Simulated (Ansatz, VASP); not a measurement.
**Cu2Te in two plane-wave programs**

Aim: how closely do two programs agree when they are given the same cell, functional and k mesh? The cell is generated by rule, not measured, and may not be a known phase. The cell is taken from a series of runs on this material, whose earlier steps may have relaxed, scaled, displaced or heated it; both programs get it as it stands.

Program: Ansatz 0.2.0. Level of theory: plane waves, with VASP 6.6.1 beside it; single point at PBEsol. Results are calculated unless marked as measured.

The structure was built from a prototype and need not be the compound's stable phase.

## Step 1: The structure

It takes space group Ibam (No. 72, orthorhombic). Conventional cell: a = 7.845 Å, b = 11.095 Å, c = 7.845 Å, α = 90.00°, β = 90.00°, γ = 90.00°. Te has 4 Cu at 2.40 to 2.41 Å nearest. Nearest to Cu lie 2 Te at 2.40 to 2.41 Å. Nearest to Cu lie 2 Te at 2.41 Å. Farther neighbours and most contacts between anions are not listed.

Structure file:

```cif
data_structure
_symmetry_space_group_name_H-M 'Ibam'
_symmetry_Int_Tables_number 72
_cell_length_a 7.8455
_cell_length_b 11.0952
_cell_length_c 7.8455
_cell_angle_alpha 90.000
_cell_angle_beta 90.000
_cell_angle_gamma 90.000
_cell_volume 682.93
loop_
_atom_site_label
_atom_site_type_symbol
_atom_site_symmetry_multiplicity
_atom_site_Wyckoff_symbol
_atom_site_fract_x
_atom_site_fract_y
_atom_site_fract_z
_atom_site_occupancy
Te1 Te 8 j 0.76511 0.12500 0.00000 1
Cu1 Cu 8 j 0.02320 0.24121 0.00000 1
Cu2 Cu 8 f 0.29079 0.50000 0.75000 1
```

## Step 2: Ansatz: single point, PBEsol, pair 1

Ansatz runs on its default PAW (the set named soft_2) files.

A single point gives forces, pressure and levels at one fixed geometry, so differences don't come from the geometry; what else differs is listed under the comparison.

The input, input.yaml:

```yaml
crystal:
  lattice:
    - [5.5475960802, 5.5475960802, 0.0]
    - [5.5475960802, 0.0, 5.5475960802]
    - [5.5475960802, 0.0, -5.5475960802]
  atoms:
    - { symbol: Te, position: [0.0, 0.0151144161, 0.0] }
    - { symbol: Te, position: [0.0, 0.4848855839, 0.5] }
    - { symbol: Te, position: [0.5, 0.2651144161, 0.75] }
    - { symbol: Te, position: [0.5, 0.7348855839, 0.25] }
    - { symbol: Cu, position: [0.232416352, 0.1569959635, 0.883791824] }
    - { symbol: Cu, position: [0.267583648, 0.5930040365, 0.366208176] }
    - { symbol: Cu, position: [0.75, 0.1657877875, 0.875] }
    - { symbol: Cu, position: [0.75, 0.5842122125, 0.375] }
    - { symbol: Cu, position: [0.267583648, 0.6394123154, 0.866208176] }
    - { symbol: Cu, position: [0.232416352, 0.1105876846, 0.383791824] }
    - { symbol: Cu, position: [0.75, 0.1657877875, 0.375] }
    - { symbol: Cu, position: [0.75, 0.5842122125, 0.875] }
kpoints:
  mp_grid: { grid: [4, 4, 4] }
hamiltonian:
  xc: pbesol
scf:
  occupations: { method: gaussian, width: 0.02 }
output:
  forces: true
  stress: true
  eigenvalues: true
  write_density: true
  write_potential: true
  elf: true
  volumetric_format: npy
```

On the command line:

```console
$ ansatz run input.yaml --threads 8 --pin off --max-ram 14336MiB --backend cpu --events-out ev --progress --plain --runs-dir out
```

Numbers of over 12 decimals in the logs are rounded to 6 here.

Output:

```text
Engine: ansatz 0.2.0, aarch64-unknown-linux-gnu
Pseudopotentials: kind: paw
Pseudopotential: Te, paw, valence charge 16, recommended cutoff 420 eV (normal), Te.paw.azcp
Pseudopotential: Cu, paw, valence charge 19, recommended cutoff 420 eV (normal), Cu.paw.azcp
Functional definition: PBEsol
  exchange = pbesol_x
  correlation = pbesol_c
Crystal: 12 atoms, lattice volume = 341.464 Å³
Basis set: ecut = 420 eV, 6615 PW (Γ), exchange–correlation on 108×108×108 points (8 copies of the dense FFT grid, shifted against one another)
Bands: 130, of which v1, the nominal top of the filled ones, is band 108 counted from 1 (107 counted from 0)
Symmetry: 8 space group operations
Space group: Ibam (ITA 72), of the structure as read, at distance tolerance 7.0e-5 Å
k-points: 18 of 64
Non-local potential: Te, projectors of the file, l = 0: 2, l = 1: 2, l = 2: 2, l = 3: 2
Non-local potential: Cu, projectors of the file, l = 0: 3, l = 1: 2, l = 2: 3, l = 3: 1
PAW form: soft (Blöchl's): semilocal exchange-correlation on the pseudo side does not see the compensation charge
PAW frozen core: Te, regenerated for the run's functional, and the local potential with it (the file was generated under x = pbe(κ = 0.804, μ = 0.219515), c = pbe(β = 0.066725))
PAW frozen core: Cu, regenerated for the run's functional, and the local potential with it (the file was generated under x = pbe(κ = 0.804, μ = 0.219515), c = pbe(β = 0.066725))
PAW one-centre angular grid: Te, 590 points (default); XC on 64 Gauss nodes
PAW one-centre angular grid: Cu, 590 points (default); XC on 64 Gauss nodes
Initial density: superposition of atomic densities (neutral atoms: chi_scale 0, normalization atom), corrected by the library's trained network
Initial wavefunctions: pseudopotential atomic-orbital guess
Functional: x = pbesol(κ = 0.804, μ = 0.123457), c = pbesol(β = 0.046)
SCF iter   1: F=—  HF=-80311.110980 eV  |F-HF|=—  |Δ(HF+E_count)|=         —  Δρ=7.34e-3  dr2=1.20e-1  ethr=1.77e-3  ⟨swp⟩=6.2  Hψ=9143  notcnv=0  defer=74
preconditioner: auto → Resta (q_TF=auto, 2.528 Å⁻¹)  ε∞=9.3  [insulator: Δε(μ)=1.779 eV  Ē_g=7.386 eV  σ=0.020 eV  W_gap=1.00  n_scr=88 (ndim 8)  ℏωp=21.3 eV  f_vac=0.232  D(μ)=0.00/eV (n_scr^D=0)  ε∞_Penn≈9.3]
SCF iter   2: F=—  HF=-80311.104730 eV  |F-HF|=—  |Δ(HF+E_count)|=   6.25e-3  Δρ=5.98e-3  dr2=8.16e-2  ethr=5.55e-5  ⟨swp⟩=2.1  Hψ=4613  notcnv=0  defer=284
SCF iter   3: F=—  HF=-80311.084021 eV  |F-HF|=—  |Δ(HF+E_count)|=   2.07e-2  Δρ=1.48e-3  dr2=1.17e-2  ethr=3.78e-5  ⟨swp⟩=2.1  Hψ=3108  notcnv=0  defer=284
SCF iter   4: F=—  HF=-80311.082721 eV  |F-HF|=—  |Δ(HF+E_count)|=   1.30e-3  Δρ=3.63e-4  dr2=1.08e-3  ethr=5.42e-6  ⟨swp⟩=2.0  Hψ=3176  notcnv=0  defer=284
SCF iter   5: F=—  HF=-80311.083052 eV  |F-HF|=—  |Δ(HF+E_count)|=   3.31e-4  Δρ=2.11e-4  dr2=1.69e-4  ethr=5.01e-7  ⟨swp⟩=2.0  Hψ=3059  notcnv=0  defer=284
SCF iter   6: F=—  HF=-80311.083250 eV  |F-HF|=—  |Δ(HF+E_count)|=   1.98e-4  Δρ=4.94e-4  dr2=5.21e-4  ethr=7.80e-8  ⟨swp⟩=2.0  Hψ=4000  notcnv=0  defer=284  recentre
SCF iter   7: F=—  HF=-80311.083144 eV  |F-HF|=—  |Δ(HF+E_count)|=   1.06e-4  Δρ=3.65e-5  dr2=8.49e-6  ethr=7.80e-8  ⟨swp⟩=2.0  Hψ=4000  notcnv=0  defer=284
SCF iter   8: F=—  HF=-80311.083093 eV  |F-HF|=—  |Δ(HF+E_count)|=   5.11e-5  Δρ=1.99e-5  dr2=1.78e-6  ethr=3.93e-9  ⟨swp⟩=2.0  Hψ=3072  notcnv=0  defer=284
SCF iter   9: F=—  HF=-80311.083093 eV  |F-HF|=—  |Δ(HF+E_count)|=   7.73e-7  Δρ=8.32e-6  dr2=2.80e-7  ethr=8.23e-10  ⟨swp⟩=2.0  Hψ=3050  notcnv=0  defer=284
SCF iter  10: F=-80311.083093 eV  HF=-80311.083093 eV  |F-HF|=1.78e-8  |Δ(HF+E_count)|=   4.26e-8  Δρ=2.42e-6  dr2=2.38e-8  ethr=4.63e-11  ⟨swp⟩=15.2  Hψ=17635  notcnv=0
SCF 1 converged in 10 iterations: F = -80311.083093 eV  dr2 = 2.38e-8
  greatest PAW one-centre occupation: 1.000 electrons in one spin orbital (limit 2), on the Cu atom at site 5 (counted from 0), in its partial waves of l = 0
SCF converged after 10 iterations
Free energy (F): -80311.083093 eV
Harris-Foulkes:  -80311.083093 eV  (|F-HF|=1.78e-8)
Internal energy: -80311.083093 eV  (E = F + TS)
E sigma→0 (E₀):  -80311.083093 eV
Fermi energy:    6.536940 eV
--- Per-component energies (eV) ---
  E_band       = -5506.987649
  E_kinetic    = 3129.996095
  E_local      = -53140.354658  (includes V_loc(G=0)·N_el)
  E_nonlocal   = 1984.645733
  E_hartree    = 24545.360310
  E_xc         = -1186.063634
  E_vxc        = -1313.751214  (∫ρ·V_xc dr)
  E_paw        = -31426.865763  (= ΣΔE_a)
  E_vpaw       = -5258.226175  (= ΣTr[D̂ρ^β])
  E_aug_tail   = 0.001368  (compensation charges beyond the density's cutoff)
  E_ewald      = -24220.951423
  E_core_change = 3.148878  (= ΣΔE_core)
  E_smearing   = -0.000000  (= −TS)
  E_closure    = 0.000000  (closes the sum)
  Σ components = -80311.083093   (vs F -80311.083093, Δ=0.00e0)
--- Forces (eV/Å), atoms counted from 1 ---
  atom   1  Te     0.05078521    -0.02985780     0.05078521
  atom   2  Te    -0.05078521    -0.02985780    -0.05078521
  atom   3  Te     0.05078521     0.02985780     0.05078521
  atom   4  Te    -0.05078521     0.02985780    -0.05078521
  atom   5  Cu     0.04205263    -0.03722210     0.04205263
  atom   6  Cu    -0.04205263     0.03722210    -0.04205263
  atom   7  Cu     0.09893756     0.00000000     0.09893756
  atom   8  Cu    -0.09893756     0.00000000    -0.09893756
  atom   9  Cu     0.04205263     0.03722210     0.04205263
  atom  10  Cu    -0.04205263    -0.03722210    -0.04205263
  atom  11  Cu     0.09893756     0.00000000     0.09893756
  atom  12  Cu    -0.09893756     0.00000000    -0.09893756
  max |Σ_I F_I| component: 1.39e-17 eV/Å
--- Stress (GPa, compression-positive) ---
       -0.280689       0.000000      -0.032151
        0.000000      -0.365564       0.000000
       -0.032151       0.000000      -0.280689
  P = ⅓ Tr σ = -0.3090 GPa (-3.090 kbar)
--- Band table (eV; the first three rows and the last of 18) ---
  k-point 0: bands = [... 104 lower, 5.1237, 5.3897, 5.4162, 5.4248, 7.4626, 7.4845, 7.5273, 9.5735, ... 18 higher]
  k-point 1: bands = [... 104 lower, 5.2049, 5.2207, 5.3367, 5.4761, 7.9754, 8.0674, 8.1721, 8.6576, ... 18 higher]
  k-point 2: bands = [... 104 lower, 5.1770, 5.1770, 5.6110, 5.6110, 8.6400, 8.6400, 8.9024, 8.9024, ... 18 higher]
  k-point 17: bands = [... 104 lower, 5.3707, 5.4080, 5.5422, 5.5452, 7.7773, 7.8290, 8.5424, 8.8293, ... 18 higher]
```

In the SCF lines HF is the Harris–Foulkes energy and dr2 the Hartree energy of the density residual, in eV; the loop may stop once dr2 is under the threshold and the program's other checks hold. Hψ counts applications of the Hamiltonian.

The run ends at a pressure of -0.31 GPa, with forces up to 0.14 eV/Å.

## Step 3: VASP: single point, PBEsol, pair 1

The same cell, functional, mesh and smearing now go to VASP, with its own data sets.

Lines of VASP's logs that name or quote its potential files are left out, and so is its time.

The input, INCAR:

```
SYSTEM = Cu2Te
PREC = Accurate
ENCUT = 600
EDIFF = 1E-06
NELM = 120
ISMEAR = 0
SIGMA = 0.02
LREAL = .FALSE.
ALGO = Normal
GGA = PS
NBANDS = 69
LASPH = .TRUE.
LORBIT = 11
LWAVE = .FALSE.
LCHARG = .FALSE.
ISIF = 2
GGA_COMPAT = .FALSE.
EFERMI = MIDGAP
KPAR = 2
```

The input, POSCAR:

```
Cu2Te
1.0
    5.5475960802      5.5475960802      0.0000000000
    5.5475960802      0.0000000000      5.5475960802
    5.5475960802      0.0000000000     -5.5475960802
Te Cu
4 8
Direct
    0.0000000000      0.0151144161      0.0000000000
    0.0000000000      0.4848855839      0.5000000000
    0.5000000000      0.2651144161      0.7500000000
    0.5000000000      0.7348855839      0.2500000000
    0.2324163520      0.1569959634      0.8837918240
    0.2675836480      0.5930040366      0.3662081760
    0.7500000000      0.1657877875      0.8750000000
    0.7500000000      0.5842122125      0.3750000000
    0.2675836480      0.6394123154      0.8662081760
    0.2324163520      0.1105876846      0.3837918240
    0.7500000000      0.1657877875      0.3750000000
    0.7500000000      0.5842122125      0.8750000000
```

The input, KPOINTS:

```
Automatic mesh
0
Gamma
4 4 4
0 0 0
```

PAW data sets: Te and Cu (PBE family, release 64).

On the command line:

```console
$ mpirun -np 2 vasp_std
```

Output:

```text
[banner, memory and clock lines left out]
running    2 mpi-ranks, on    1 nodes
 distrk:  each k-point on    1 cores,    2 groups
 distr:  one band on    1 cores,    1 groups

 POSCAR found type information on POSCAR TeCu
 POSCAR found :  2 types and      12 ions
|                                                                             |
|               ----> ADVICE to this user running VASP <----                  |
|                                                                             |
|     You enforced a specific xc type in the INCAR file but a different       |
|     [... a line on the potential file left out ...]
|     I HOPE YOU KNOW WHAT YOU ARE DOING!                                     |
|                                                                             |

 LDA part: xc-table for (Slater+PW92), standard interpolation
 POSCAR, INCAR and KPOINTS ok, starting setup
 FFT: planning ... GRIDC
 FFT: planning ... GRID_SOFT
 FFT: planning ... GRID
 WAVECAR not read
 entering main loop
       N       E                     dE             d eps       ncg     rms          rms(c)
DAV:   1     0.992415717855E+03    0.99242E+03   -0.48304E+04  2484   0.205E+03
DAV:   2     0.850877677453E+02   -0.90733E+03   -0.88169E+03  2484   0.430E+02
DAV:   3    -0.384931848304E+02   -0.12358E+03   -0.11337E+03  2907   0.196E+02
DAV:   4    -0.474827250035E+02   -0.89895E+01   -0.88179E+01  3920   0.566E+01
DAV:   5    -0.476490723072E+02   -0.16635E+00   -0.16604E+00  3856   0.993E+00    0.176E+01
DAV:   6    -0.469355180785E+02    0.71355E+00   -0.76954E+01  3515   0.108E+02    0.119E+01
DAV:   7    -0.436360670271E+02    0.32995E+01   -0.16927E+01  2984   0.613E+01    0.505E+00
DAV:   8    -0.437076756610E+02   -0.71609E-01   -0.17518E+00  3864   0.105E+01    0.295E+00
DAV:   9    -0.436640388099E+02    0.43637E-01   -0.25763E-01  3422   0.141E+01    0.861E-01
DAV:  10    -0.436546240952E+02    0.94147E-02   -0.75506E-02  3344   0.823E+00    0.303E-01
DAV:  11    -0.436562237664E+02   -0.15997E-02   -0.23494E-02  3800   0.216E+00    0.155E-01
DAV:  12    -0.436566848599E+02   -0.46109E-03   -0.80905E-03  3072   0.256E+00    0.102E-01
DAV:  13    -0.436566149605E+02    0.69899E-04   -0.19202E-03  3147   0.158E+00    0.286E-02
DAV:  14    -0.436566539808E+02   -0.39020E-04   -0.50672E-04  3136   0.238E-01    0.245E-02
DAV:  15    -0.436566521049E+02    0.18760E-05   -0.29929E-05  3552   0.355E-02    0.186E-02
DAV:  16    -0.436566467056E+02    0.53992E-05   -0.12382E-05  3704   0.164E-01    0.706E-03
DAV:  17    -0.436566481922E+02   -0.14866E-05   -0.28275E-05  3864   0.103E-01    0.734E-03
DAV:  18    -0.436566478989E+02    0.29329E-06   -0.28444E-06  1921   0.491E-02
   1 F= -.43656648E+02 E0= -.43656648E+02  d E =0.000000E+00
```

From OUTCAR (step 3):

```text
ion  position               nearest neighbor table
   1  0.000  0.015  0.000-   5 2.40   9 2.41   7 2.41  11 2.41
   2  0.000  0.485  0.500-  10 2.40   6 2.41   8 2.41  12 2.41
   3  0.500  0.265  0.750-   9 2.40   5 2.41   7 2.41  11 2.41
   4  0.500  0.735  0.250-   6 2.40  10 2.41   8 2.41  12 2.41
   5  0.232  0.157  0.884-   1 2.40   3 2.41
   6  0.268  0.593  0.366-   4 2.40   2 2.41
   7  0.750  0.166  0.875-   1 2.41   3 2.41
   8  0.750  0.584  0.375-   2 2.41   4 2.41
   9  0.268  0.639  0.866-   3 2.40   1 2.41
  10  0.232  0.111  0.384-   2 2.40   4 2.41
  11  0.750  0.166  0.375-   1 2.41   3 2.41
  12  0.750  0.584  0.875-   2 2.41   4 2.41

  LATTYP: Found a face centered cubic cell.
 ALAT       =    11.0951921604

 Subroutine GETGRP returns: Found  8 space group operations
 (whereof  2 operations were pure point group operations)

The static configuration has the point symmetry C_1h.
 The point group associated with its full space group is D_2h.

 Found     18 irreducible k-points:

   k-points           NKPTS =     18   k-points in BZ     NKDIM =     18   number of bands    NBANDS=     69

   dimension x,y,z NGX =    64 NGY =   64 NGZ =   64
   dimension x,y,z NGXF=   128 NGYF=  128 NGZF=  128

   ENCUT  =  600.0 eV  44.10 Ry    6.64 a.u.  15.67 15.67 15.67*2*pi/ulx,y,z

   NELECT =     112.0000    total number of electrons

 k-points in reciprocal lattice and weights: Automatic mesh
   0.00000000  0.00000000  0.00000000       0.016
   0.25000000  0.00000000  0.00000000       0.031
   0.25000000  0.25000000  0.25000000       0.062
   0.50000000  0.00000000  0.00000000       0.016
   0.50000000  0.50000000  0.50000000       0.031
   0.00000000  0.25000000  0.00000000       0.062
   0.00000000  0.00000000 -0.25000000       0.062
   0.50000000  0.25000000  0.00000000       0.062
   0.25000000  0.25000000  0.50000000       0.125
[...]
-0.25000000  0.25000000  0.25000000       0.062
   0.25000000  0.50000000  0.50000000       0.031

 average (electrostatic) potential at core
       1 -91.3193       2 -91.3193       3 -91.3193       4 -91.3193       5 -67.4640
       6 -67.4640       7 -67.4877       8 -67.4877       9 -67.4640      10 -67.4640
      11 -67.4877      12 -67.4877

 E-fermi :   2.8943

 k-point     1 :       0.0000    0.0000    0.0000
  band No.  band energies     occupation
    ...
     52       1.4109      2.00000
     53       1.4699      2.00000
     54       1.7393      2.00000
     55       1.7655      2.00000
     56       1.7740      2.00000
     57       3.8250      0.00000
     58       3.8471      0.00000
     59       3.8901      0.00000
     60       5.9399      0.00000
     61       5.9565      0.00000
    ...

 k-point     2 :       0.2500    0.0000    0.0000
  band No.  band energies     occupation
    ...
     52       1.4854      2.00000
     53       1.5203      2.00000
     54       1.6301      2.00000
     55       1.7664      2.00000
     56       1.7720      2.00000
     57       4.1951      0.00000
     58       4.6098      0.00000
     59       4.7542      0.00000
     60       4.9721      0.00000
     61       5.6473      0.00000
    ...

 k-point     3 :       0.2500    0.2500    0.2500
  band No.  band energies     occupation
    ...
     52       1.5196      2.00000
     53       1.5379      2.00000
     54       1.5782      2.00000
     55       1.7517      2.00000
     56       1.7743      2.00000
     57       4.2027      0.00000
     58       4.5118      0.00000
     59       4.8303      0.00000
     60       4.8962      0.00000
     61       5.6464      0.00000
    ...

  Total       -0.3636480     -0.5450947     -0.3636480      0.0000000      0.0000000     -0.0652220
  in kB       -1.7062684     -2.5576319     -1.7062684      0.0000000      0.0000000     -0.3060272
  external PRESSURE =      -1.9900562 kB  Pullay stress =       0.0000000 kB

  energy-cutoff  :      600.00
  volume of cell :      341.46
      direct lattice vectors                 reciprocal lattice vectors
     5.547596080  5.547596080  0.000000000     0.000000000  0.180258257  0.000000000
     5.547596080  0.000000000  5.547596080     0.090129129 -0.090129129  0.090129129
     5.547596080  0.000000000 -5.547596080     0.090129129 -0.090129129 -0.090129129

 POSITION                                       TOTAL-FORCE (eV/Angst)
 -----------------------------------------------------------------------------------
      0.08385      0.00000      0.08385         0.047271     -0.029850      0.047271
      5.46375      0.00000     -0.08385        -0.047271     -0.029850     -0.047271
      8.40524      2.77380     -2.68995         0.047271      0.029850      0.047271
      8.23755      2.77380      2.68995        -0.047271      0.029850     -0.047271
      7.06322      1.28935     -4.03197         0.041951     -0.039520      0.041951
      6.80577      1.48445      1.25817        -0.041951      0.039520     -0.041951
      9.93457      4.16070     -3.93442         0.099966     -0.000000      0.099966
      9.48202      4.16070      1.16062        -0.099966     -0.000000     -0.099966
      9.83702      1.48445     -1.25817         0.041951      0.039520      0.041951
      4.03197      1.28935     -1.51563        -0.041951     -0.039520     -0.041951
      7.16077      4.16070     -1.16062         0.099966      0.000000      0.099966
     12.25582      4.16070     -1.61317        -0.099966     -0.000000     -0.099966
 -----------------------------------------------------------------------------------
    total drift:                               -0.000000     -0.000000     -0.000000

  FREE ENERGIE OF THE ION-ELECTRON SYSTEM (eV)
  ---------------------------------------------------
  free  energy   TOTEN  =       -43.6566478989 eV

  energy  without entropy=      -43.6566478989  energy(sigma->0) =      -43.65664790

 total charge
# of ion       s       p       d       tot
------------------------------------------
    1        1.324   2.116   0.066   3.507
    2        1.324   2.116   0.066   3.507
    3        1.324   2.116   0.066   3.507
    4        1.324   2.116   0.066   3.507
    5        0.440   0.231   9.288   9.960
    6        0.440   0.231   9.288   9.960
    7        0.437   0.233   9.284   9.954
    8        0.437   0.233   9.284   9.954
    9        0.440   0.231   9.288   9.960
   10        0.440   0.231   9.288   9.960
   11        0.437   0.233   9.284   9.954
   12        0.437   0.233   9.284   9.954
--------------------------------------------------
tot          8.806  10.322  74.553  93.681

[... 3 further parts left out ...]
```

This run has no spin polarisation, so a moment on Cu, if there is one, isn't seen.

## Step 4: Comparison

Known differences besides the potentials themselves: the data sets hold 216 valence electrons in Ansatz (on its default PAW (the set named soft_2) files) and 112 in VASP; the cutoff is 420 eV in Ansatz and 600 eV in VASP; Ansatz makes its cores anew for this functional, VASP keeps those of its PBE data sets. Total energies have different zeros and are not compared.

The two programs side by side:

```tsv
quantity	Ansatz	VASP	difference
pressure (GPa)	-0.31	-0.20	-0.11
gap on the k mesh (eV)	1.852	1.861	-0.010
```

Forces on 8 of the 12 atoms, those with the largest forces and the largest differences (eV/Å; atoms numbered as in POSCAR):

```tsv
atom	Ansatz x, y, z	VASP x, y, z
Te1	0.051, -0.030, 0.051	0.047, -0.030, 0.047
Te2	-0.051, -0.030, -0.051	-0.047, -0.030, -0.047
Te3	0.051, 0.030, 0.051	0.047, 0.030, 0.047
Te4	-0.051, 0.030, -0.051	-0.047, 0.030, -0.047
Cu7	0.099, 0.000, 0.099	0.100, 0.000, 0.100
Cu8	-0.099, 0.000, -0.099	-0.100, 0.000, -0.100
Cu11	0.099, 0.000, 0.099	0.100, 0.000, 0.100
Cu12	-0.099, 0.000, -0.099	-0.100, 0.000, -0.100
```

The forces differ by 1.9 meV/Å r.m.s., which is 3.3 % of the r.m.s. force of 0.058 eV/Å (both taken over all components). A gap on the mesh is an upper bound, since the band edges may lie between its points.

(Continued in part 2 of 2.)

[Lines on the potential files, build, host, timing and source positions are cut from VASP's logs without a mark.]

[Logs are printed without paths, hosts, clocks, repeated set-up lines and the standing remarks that a program may print on its own settings, such as how far it seeks lower states.]

[Hosts, paths, dates, database ids (printed as entryN), source tags and the programs' standing remarks are cut or masked in the printed files.]
